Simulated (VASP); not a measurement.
Given:

```yaml
crystal:
  lattice:
    - [-1.70848, 1.70848, 1.70848]
    - [1.70848, -1.70848, 1.70848]
    - [1.70848, 1.70848, -1.70848]
  atoms:
    - { symbol: Li, position: [0.00000, 0.00000, 0.00000] }
```

Computed with PBE GGA with D4 dispersion, VASP's PBE PAW potentials (set 64) (plane waves; VASP 6.6.1). Numerical set-up: 520 eV cut-off, Gaussian smearing of 0.050 eV, potentials Li_sv.

Question: Give the energies of bands 2 to 4 at the high-symmetry points, in eV from the Fermi level.

Answer: 
| band | Γ | H | N | P |
|---|---|---|---|---|
| 2 | -3.61 | 5.55 | 0.21 | 3.38 |
| 3 | 14.74 | 5.55 | 3.28 | 3.38 |
| 4 | 14.74 | 5.55 | 10.45 | 3.38 |

It has no gap at this level: it comes out as a metal or semimetal.

The compound is Li in the bcc structure. It was relaxed first, which changed the volume by -6 %.
